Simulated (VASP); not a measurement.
```
Tb
1.0
    1.80000    -3.11769     0.00000
    1.80000     3.11769     0.00000
    0.00000     0.00000     5.69000
Tb
2
Direct
  0.33333   0.66667   0.25000
  0.66667   0.33333   0.75000
```

All values below come from PBE GGA with D3 dispersion (zero damping), VASP's PBE PAW potentials (set 64) (plane waves; VASP). Run with 520 eV cut-off, 11×11×6 Γ-centred mesh, first-order Methfessel-Paxton smearing of 0.10 eV, potentials Tb_3.

The 4f electrons are frozen in the core of the lanthanide potential, so 4f levels, which can set the real gap, and their magnetism are missing. Energy and stress use the plane-wave basis of the starting cell.

### Question
The ions, cell shape and volume are relaxed. Predict the relaxed structure.

### Answer

```
Tb
1.0
    1.78518    -3.09203     0.00000
    1.78518     3.09203     0.00000
    0.00000     0.00000     5.55812
Tb
2
Cartesian
  1.78518   1.03068   1.38953
  1.78518  -1.03068   4.16859
```
Space group P6_3/mmc (194), at a tolerance of 0.03 Å.

### Question
How do energy and volume change from the first to the last step?

### Answer
The energy (σ→0) changes by -7.6 meV/atom and the volume by -3.9 %, in 6 ionic steps.

```tsv
step	E(σ→0) (eV)	max force (eV/Å)	pressure (GPa)	volume (Å³)
1	-9.8090	0.000	-1.65	63.86
2	-9.8234	0.000	0.29	60.88
3	-9.8237	0.000	0.05	61.21
4	-9.8237	0.000	0.00	61.27
5	-9.8240	0.000	0.00	61.30
6	-9.8241	0.000	-0.02	61.36
```

The compound is Tb in the hcp structure. This run relaxes it. Symmetry was kept, so distortions that lower it aren't found.
